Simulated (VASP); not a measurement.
A VASP calculation is set up with these files.

**INCAR**
```
NELM = 100
SIGMA = 0.1
ISIF = 4   # ions and shape, fixed volume
EDIFF = 1E-7   # SCF stop (eV)
LASPH = T   # aspherical one-centre terms
LWAVE = F
GGA = PE   # PBE
LCHARG = F
EDIFFG = -0.01   # ionic stop
LREAL = F   # projection in real space or not
ISMEAR = 1   # Methfessel-Paxton
IBRION = 2   # conjugate gradients
SYSTEM = CuAu
LMAXMIX = 6
IVDW = 11
PREC = Accurate
ENCUT = 520
NSW = 30   # most ionic steps
ALGO = Normal   # blocked Davidson
```

**POSCAR**
```
CuAu
1
    2.7052568710     0.0000000000     0.0000000000
    0.0000000000     2.7052568710     0.0000000000
    0.0000000000     0.0000000000     3.6941629201
Cu Au
1 1
Direct
  0.0000000000   0.0000000000   0.0000000000
  0.5000000000   0.5000000000   0.5000000000
```

File KPOINTS:
```
Regular mesh
0
G
 13 13 10
0 0 0
```

POTCAR, in this order: Cu Au (PBE.64 set). Program: vasp_std.

Problem. Translate this PBE-D3 (zero damping) calculation to Quantum ESPRESSO's pw.x.

Solution. One equivalent input (not run):
```
&CONTROL
  calculation = 'vc-relax'
  pseudo_dir = './pseudo'
  outdir = './out'
  tprnfor = .true.
  tstress = .true.
  nstep = 30
  forc_conv_thr = 0.00039
/
&SYSTEM
  ibrav = 0
  nat = 2
  ntyp = 2
  ecutwfc = 92
  occupations = 'smearing'
  smearing = 'methfessel-paxton'
  degauss = 0.00735
  input_dft = 'pbe'
  vdw_corr = 'grimme-d3'
  dftd3_version = 3
  dftd3_threebody = .false.
/
&ELECTRONS
  conv_thr = 7.3e-09
  electron_maxstep = 100
/
&IONS
/
&CELL
  cell_dofree = 'shape'
/
ATOMIC_SPECIES
  Cu 63.546 Cu.upf
  Au 196.967 Au.upf
CELL_PARAMETERS angstrom
     2.7052569    0.0000000    0.0000000
     0.0000000    2.7052569    0.0000000
     0.0000000    0.0000000    3.6941629
ATOMIC_POSITIONS crystal
  Cu   0.0000000  0.0000000  0.0000000
  Au   0.5000000  0.5000000  0.5000000
K_POINTS automatic
  13 13 10 0 0 0
```
The two are equivalent in intent, not identical: the potentials are each code's own (VASP's PAW set, PseudoDojo norm-conserving files in pw.x), so ENCUT and ecutwfc are chosen apart and not converted; conv_thr bounds pw.x's estimated SCF error, while EDIFF bounds the energy change between steps; forc_conv_thr acts on force components and is met together with etot_conv_thr.

The compound is CuAu in the L1_0 structure. This cell is one point of a volume scan, at 0.94 of the reference volume. Symmetry was kept, so distortions that lower it aren't found.
